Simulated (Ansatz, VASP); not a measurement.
**One calculation of GaC3, two programs**

Contents of INCAR:

```
SYSTEM = GaC3
ALGO = Normal
EDIFF = 1E-6
ENCUT = 520
ISIF = 2
ISMEAR = 0
LASPH = .TRUE.
LCHARG = .FALSE.
LREAL = .FALSE.
LWAVE = .FALSE.
NBANDS = 20
NELM = 100
PREC = Accurate
SIGMA = 0.1
```

The input KPOINTS:

```
k-points
0
G
  7 7 7
  0 0 0
```

POSCAR

```
GaC3
1.0
    3.3189480000      0.0000000000      0.0000000000
    0.0000000000      3.3189480000      0.0000000000
    0.0000000000      0.0000000000      3.3189480000
Ga C
1 3
Direct
    0.0000000000      0.0000000000      0.0000000000
    0.0000000000      0.5000000000      0.5000000000
    0.5000000000      0.0000000000      0.5000000000
    0.5000000000      0.5000000000      0.0000000000
```

Input for Ansatz:

```yaml
crystal:
  lattice:
    - [3.318948, 0.0, 0.0]
    - [0.0, 3.318948, 0.0]
    - [0.0, 0.0, 3.318948]
  atoms:
    - { symbol: Ga, position: [0.0, 0.0, 0.0] }
    - { symbol: C, position: [0.0, 0.5, 0.5] }
    - { symbol: C, position: [0.5, 0.0, 0.5] }
    - { symbol: C, position: [0.5, 0.5, 0.0] }
basis:
  ecutwfc: 517.016338673772
kpoints:
  mp_grid:
    grid: [7, 7, 7]
hamiltonian:
  xc: lda
  pseudopotentials:
    kind: paw
scf:
  occupations:
    method: gaussian
    width: 0.1
output:
  stress: true
```

The cell comes from a database or a generator and needn't be the stable form of this composition.

Alike in both runs: task single point; functional LDA; k mesh 7 × 7 × 7; occupations gaussian, width 0.1 eV; no spin polarisation.

```csv
,VASP,Ansatz
version,VASP 6.6.1,Ansatz 0.2.0
potentials or method,"VASP PAW LDA potentials, release 64 (Ga_d, C)","plane waves, PAW"
plane-wave cutoff (eV),520,517
valence electrons in the cell,25,25
```

|  | VASP | Ansatz | Ansatz less VASP |
| --- | --- | --- | --- |
| pressure (GPa) | -7.5 | -8.1 | -0.57 |
